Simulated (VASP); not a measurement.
Computed with r2SCAN meta-GGA, VASP's PBE PAW potentials (set 64) (plane waves; VASP).

Input for VASP

File POSCAR:
```
AlN
1.0
  1.5566497979  -2.6961965337   0.0000000000
  1.5566497979   2.6961965337   0.0000000000
  0.0000000000   0.0000000000   4.9837267432
Al N
2 2
Direct
  0.6666670000   0.3333330000   0.5000242274
  0.3333330000   0.6666670000   0.0000242274
  0.6666670000   0.3333330000   0.8819757726
  0.3333330000   0.6666670000   0.3819757726
```

**INCAR**
```
SYSTEM=AlN
PREC=Accurate; ENCUT=520; LREAL=.False.
LASPH=.True.
EDIFF=1E-6; NELM=100; ALGO=Normal
LMIXTAU=.True.
ISMEAR=0; SIGMA=0.05
METAGGA=R2SCAN
IBRION=2; NSW=60; ISIF=3
EDIFFG=-0.02
LWAVE=.False.; LCHARG=.False.
```

File KPOINTS:
```
K-points
0
G
  7 7 4
0 0 0
```

POTCAR, in this order: Al N (PBE.64 set). Program: vasp_std.

Output of the run:

OSZICAR:
```
       N       E                     dE             d eps       ncg     rms          rms(c)
DAV:   1     0.428141083114E+02    0.42814E+02   -0.79252E+03   576   0.124E+03
DAV:   2    -0.432219618650E+02   -0.86036E+02   -0.82071E+02   876   0.239E+02
DAV:   3    -0.470728671094E+02   -0.38509E+01   -0.38386E+01   752   0.533E+01
DAV:   4    -0.471042225293E+02   -0.31355E-01   -0.31351E-01   640   0.572E+00
DAV:   5    -0.471046993103E+02   -0.47678E-03   -0.47677E-03   740   0.716E-01    0.125E+01
DAV:   6    -0.390251209653E+02    0.80796E+01   -0.14478E+01   696   0.290E+01    0.566E+00
DAV:   7    -0.378792114366E+02    0.11459E+01   -0.62687E-01   596   0.825E+00    0.310E+00
DAV:   8    -0.400846160559E+02   -0.22054E+01   -0.15195E+00   712   0.106E+01    0.230E+00
DAV:   9    -0.382413853281E+02    0.18432E+01   -0.98083E-01   576   0.970E+00    0.442E-01
DAV:  10    -0.382007442507E+02    0.40641E-01   -0.67563E-02   616   0.319E+00    0.451E-01
DAV:  11    -0.382558455462E+02   -0.55101E-01   -0.61963E-03   632   0.106E+00    0.383E-01
DAV:  12    -0.384281441899E+02   -0.17230E+00   -0.41866E-02   576   0.253E+00    0.226E-01
DAV:  13    -0.384521205732E+02   -0.23976E-01   -0.13367E-02   640   0.135E+00    0.154E-01
DAV:  14    -0.384538050877E+02   -0.16845E-02   -0.75452E-04   604   0.352E-01    0.108E-01
DAV:  15    -0.384547355005E+02   -0.93041E-03   -0.13872E-03   596   0.473E-01    0.387E-02
DAV:  16    -0.384550286934E+02   -0.29319E-03   -0.12181E-04   632   0.172E-01    0.197E-02
DAV:  17    -0.384550144346E+02    0.14259E-04   -0.10995E-05   704   0.358E-02    0.139E-02
DAV:  18    -0.384550287904E+02   -0.14356E-04   -0.92867E-06   584   0.392E-02    0.158E-02
DAV:  19    -0.384550157503E+02    0.13040E-04   -0.69083E-06   616   0.330E-02    0.840E-03
DAV:  20    -0.384550211921E+02   -0.54418E-05   -0.64001E-07   324   0.111E-02    0.277E-03
DAV:  21    -0.384550198596E+02    0.13324E-05   -0.27948E-07   292   0.455E-03    0.876E-04
DAV:  22    -0.384550219109E+02   -0.20513E-05   -0.24239E-08   288   0.186E-03    0.107E-03
DAV:  23    -0.384550204274E+02    0.14835E-05   -0.13821E-08   288   0.185E-03    0.379E-04
DAV:  24    -0.384550211508E+02   -0.72333E-06   -0.18305E-09   288   0.551E-04
   1 F= -.38455021E+02 E0= -.38455021E+02  d E =-.384550E+02
       N       E                     dE             d eps       ncg     rms          rms(c)
DAV:   1    -0.384633967905E+02   -0.83764E-02   -0.18818E-01   664   0.431E+00    0.618E-01
DAV:   2    -0.384550701856E+02    0.83266E-02   -0.25712E-02   692   0.133E+00    0.181E-01
DAV:   3    -0.384550121657E+02    0.58020E-04   -0.17709E-03   644   0.372E-01    0.715E-02
DAV:   4    -0.384545907340E+02    0.42143E-03   -0.25521E-04   588   0.199E-01    0.307E-02
DAV:   5    -0.384550011394E+02   -0.41041E-03   -0.25825E-04   576   0.238E-01    0.107E-02
DAV:   6    -0.384547619899E+02    0.23915E-03   -0.11967E-04   576   0.172E-01    0.799E-03
DAV:   7    -0.384548768893E+02   -0.11490E-03   -0.83821E-06   640   0.450E-02    0.312E-03
DAV:   8    -0.384548556788E+02    0.21210E-04   -0.89624E-07   396   0.132E-02    0.609E-04
DAV:   9    -0.384548623470E+02   -0.66682E-05   -0.18321E-07   288   0.469E-03    0.190E-04
DAV:  10    -0.384548615235E+02    0.82353E-06   -0.23684E-08   288   0.174E-03
   2 F= -.38454862E+02 E0= -.38454862E+02  d E =0.159627E-03
       N       E                     dE             d eps       ncg     rms          rms(c)
DAV:   1    -0.384585432399E+02   -0.36809E-02   -0.50519E-02   664   0.222E+00    0.321E-01
DAV:   2    -0.384563856947E+02    0.21575E-02   -0.70515E-03   692   0.693E-01    0.923E-02
DAV:   3    -0.384562693018E+02    0.11639E-03   -0.46503E-04   640   0.191E-01    0.372E-02
DAV:   4    -0.384564527279E+02   -0.18343E-03   -0.73023E-05   580   0.107E-01    0.156E-02
DAV:   5    -0.384561764184E+02    0.27631E-03   -0.70438E-05   576   0.123E-01    0.499E-03
DAV:   6    -0.384564285118E+02   -0.25209E-03   -0.29827E-05   576   0.859E-02    0.406E-03
DAV:   7    -0.384563766463E+02    0.51866E-04   -0.22192E-06   536   0.234E-02    0.158E-03
DAV:   8    -0.384563875522E+02   -0.10906E-04   -0.18250E-07   288   0.609E-03    0.485E-04
DAV:   9    -0.384563849388E+02    0.26134E-05   -0.35420E-08   288   0.187E-03    0.106E-04
DAV:  10    -0.384563852411E+02   -0.30230E-06   -0.67944E-09   288   0.863E-04
   3 F= -.38456385E+02 E0= -.38456385E+02  d E =-.136409E-02
```

**OUTCAR**
```
------------------------ aborting loop because EDIFF is reached ----------------------------------------
  FORCE on cell =-STRESS in cart. coord.  units (eV):
  Direction    XX          YY          ZZ          XY          YZ          ZX
  --------------------------------------------------------------------------------------
  Total       -0.0194764     -0.0194764     -0.0006572      0.0000000     -0.0000000      0.0000000
  in kB       -0.7510630     -0.7510630     -0.0253431      0.0000000     -0.0000000      0.0000000
  external PRESSURE =      -0.5091564 kB  Pullay stress =       0.0000000 kB
  volume of cell :       41.55
      direct lattice vectors                 reciprocal lattice vectors
     1.552846657 -2.689609301  0.000000000     0.321989295 -0.185900606  0.000000000
     1.552846657  2.689609301 -0.000000000     0.321989295  0.185900606  0.000000000
     0.000000000  0.000000000  4.973882265     0.000000000  0.000000000  0.201050195
  FREE ENERGIE OF THE ION-ELECTRON SYSTEM (eV)
  ---------------------------------------------------
  free  energy   TOTEN  =       -38.4563852411 eV

  energy  without entropy=      -38.4563852411  energy(sigma->0) =      -38.45638524

 reached required accuracy - stopping structural energy minimisation
```
(Selected blocks of OUTCAR.)

**CONTCAR**
```
AlN
   1.00000000000000
     1.5528466574445472   -2.6896093012457460    0.0000000000000000
     1.5528466574445472    2.6896093012457460   -0.0000000000000000
     0.0000000000000000    0.0000000000000000    4.9738822647583225
  Al              N
     2     2
Direct
     0.6666669999999968    0.3333330000000032    0.5000726665574862
     0.3333330000000032    0.6666669999999968    0.0000726665574862
     0.6666669999999968    0.3333330000000032    0.8819273334425117
     0.3333330000000032    0.6666669999999968    0.3819273334425117
```

The compound is AlN in the wurtzite structure. This run relaxes it. Symmetry was kept, so distortions that lower it aren't found. The start is the result of an earlier pass.
